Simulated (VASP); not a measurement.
Here is the system:

```
CsI
1.0
    0.00000     3.90508     3.90508
    3.90508     0.00000     3.90508
    3.90508     3.90508     0.00000
Cs I
1 1
Cartesian
  0.00000   0.00000   0.00000
  3.90508   3.90508   3.90508
```

Computed with PBEsol GGA, VASP's PBE PAW potentials (set 64) (plane waves; VASP). Run with 400 eV cut-off, 5×5×5 Γ-centred mesh, Gaussian smearing of 0.050 eV, potentials Cs_sv I.

Energy and stress use the plane-wave basis of the starting cell.

Q: The ions, cell shape and volume are relaxed. Predict the relaxed structure.

A: 
```
CsI
1.0
    0.00000     3.82251     3.82251
    3.82251     0.00000     3.82251
    3.82251     3.82251     0.00000
Cs I
1 1
Direct
  0.00000   0.00000   0.00000
  0.50000   0.50000   0.50000
```
Space group Fm-3m (225), at a tolerance of 0.03 Å.

Q: How do energy and volume change from the first to the last step?

A: The energy (σ→0) changes by -6.7 meV/atom and the volume by -6.2 %, in 4 ionic steps.

The structure comes from a computed database's CsI entry (Fm-3m); how it stands against other phases isn't given here. This run relaxes it. Symmetry was kept, so distortions that lower it aren't found.
